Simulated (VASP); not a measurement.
All values below come from PBE GGA with D3 dispersion (Becke-Johnson damping), VASP's PBE PAW potentials (set 64) (plane waves; VASP).

VASP ran on this input.

**POSCAR**
```
Co
1
    1.2339431308    -2.1372524207     0.0000000000
    1.2339431308     2.1372524207    -0.0000000000
   -0.0000000000     0.0000000000     3.9850099691
Co
2
Direct
  0.3333330000   0.6666670000   0.2500000000
  0.6666670000   0.3333330000   0.7500000000
```

**INCAR**
```
ALGO = Normal
EDIFF = 1E-6
EDIFFG = -0.01
ENCUT = 520
GGA = PE
IBRION = 2
ISIF = 3
ISMEAR = 1
ISPIN = 2
IVDW = 12
LASPH = T
LCHARG = F
LMAXMIX = 4
LORBIT = 10
LREAL = F
LWAVE = F
MAGMOM = 1.6 1.6
NELM = 100
NSW = 60
PREC = Accurate
SIGMA = 0.1
SYSTEM = Co
```

File KPOINTS:
```
Regular mesh
0
G
15 15 8
0 0 0
```

POTCAR, in this order: Co (PBE.64 set). Program: vasp_std.

Output of the run:

### OUTCAR
```
 ion  position               nearest neighbor table
   1  0.333  0.667  0.250-   2 2.45   2 2.45   2 2.45   2 2.45   2 2.45   2 2.45
   2  0.667  0.333  0.750-   1 2.45   1 2.45   1 2.45   1 2.45   1 2.45   1 2.45
  LATTYP: Found a hexagonal cell.
 ALAT       =     2.4678864560
 C/A-ratio  =     1.6147460753
 Subroutine PRICEL returns:
 Original cell was already a primitive cell.
 Subroutine GETGRP returns: Found 24 space group operations
The static configuration has the point symmetry D_3d.
 The point group associated with its full space group is D_6h.
The dynamic configuration has the point symmetry D_3d.
The overall configuration has the point symmetry D_3d.
 Subroutine INISYM returns: Found 24 space group operations
 Subroutine IBZKPT returns following result:
 Found    135 irreducible k-points:

 Following reciprocal coordinates:
            Coordinates               Weight
  0.000000  0.000000  0.000000      1.000000
  0.066667 -0.000000  0.000000      6.000000
  0.133333 -0.000000  0.000000      6.000000
  0.200000  0.000000  0.000000      6.000000
  0.266667 -0.000000  0.000000      6.000000
  0.333333  0.000000  0.000000      6.000000
...
```

### OSZICAR
```
       N       E                     dE             d eps       ncg     rms          rms(c)
DAV:   1     0.798510201916E+02    0.79851E+02   -0.83559E+03  8299   0.160E+03
DAV:   2    -0.139203635400E+02   -0.93771E+02   -0.86585E+02  8114   0.256E+02
DAV:   3    -0.161342316223E+02   -0.22139E+01   -0.21480E+01  9794   0.557E+01
DAV:   4    -0.161679934433E+02   -0.33762E-01   -0.33754E-01 11722   0.526E+00
DAV:   5    -0.161682369226E+02   -0.24348E-03   -0.24347E-03  9955   0.435E-01    0.152E+01
DAV:   6    -0.144406740404E+02    0.17276E+01   -0.12976E+01  8695   0.741E+01    0.707E+00
DAV:   7    -0.140923421942E+02    0.34833E+00   -0.17356E+00  9199   0.261E+01    0.392E+00
DAV:   8    -0.140747445942E+02    0.17598E-01   -0.21571E-02 11007   0.174E+00    0.200E+00
DAV:   9    -0.140588540109E+02    0.15891E-01   -0.52684E-03 12242   0.127E+00    0.644E-01
DAV:  10    -0.140596603561E+02   -0.80635E-03   -0.16854E-03 11211   0.627E-01    0.149E-01
DAV:  11    -0.140596373521E+02    0.23004E-04   -0.71822E-05 11054   0.121E-01    0.296E-02
DAV:  12    -0.140596350671E+02    0.22850E-05   -0.63513E-06  8893   0.264E-02    0.152E-02
DAV:  13    -0.140596347316E+02    0.33548E-06   -0.19939E-06  6422   0.230E-02
   1 F= -.14921335E+02 E0= -.14921573E+02  d E =-.149213E+02  mag=     3.1994
```

**OUTCAR**
```
------------------------ aborting loop because EDIFF is reached ----------------------------------------
 Edisp (eV)   -0.86170
  FORCE on cell =-STRESS in cart. coord.  units (eV):
  Direction    XX          YY          ZZ          XY          YZ          ZX
  --------------------------------------------------------------------------------------
  Total       0.01545     0.01545     0.00872     0.00000     0.00000     0.00000
  in kB       1.17801     1.17801     0.66436     0.00000     0.00000     0.00000
  external pressure =        1.01 kB  Pullay stress =        0.00 kB
  volume of cell :       21.02
      direct lattice vectors                 reciprocal lattice vectors
     1.233943131 -2.137252421  0.000000000     0.405205060 -0.233945226  0.000000000
     1.233943131  2.137252421  0.000000000     0.405205060  0.233945226  0.000000000
     0.000000000  0.000000000  3.985009969     0.000000000  0.000000000  0.250940401
 POSITION                                       TOTAL-FORCE (eV/Angst)
 -----------------------------------------------------------------------------------
      1.23394      0.71242      0.99625         0.000000     -0.000000      0.000000
      1.23394     -0.71242      2.98876        -0.000000      0.000000      0.000000
 -----------------------------------------------------------------------------------
    total drift:                                0.000000     -0.000003     -0.000029
  FREE ENERGIE OF THE ION-ELECTRON SYSTEM (eV)
  ---------------------------------------------------
  free  energy   TOTEN  =       -14.9213353755 eV

  energy  without entropy=      -14.9220486667  energy(sigma->0) =      -14.92157314

 total charge

# of ion       s       p       d       tot
------------------------------------------
    1        0.503   0.550   7.285   8.337
    2        0.503   0.550   7.285   8.337
--------------------------------------------------
tot          1.005   1.099  14.570  16.674

 magnetization (x)

# of ion       s       p       d       tot
------------------------------------------
    1       -0.015  -0.053   1.681   1.613
    2       -0.015  -0.053   1.681   1.613
--------------------------------------------------
tot         -0.030  -0.107   3.362   3.225

 reached required accuracy - stopping structural energy minimisation
```
(Selected blocks of OUTCAR.)

The compound is Co in the hcp structure. It was relaxed first, which changed the volume by -5 %. The start is the result of an earlier pass.
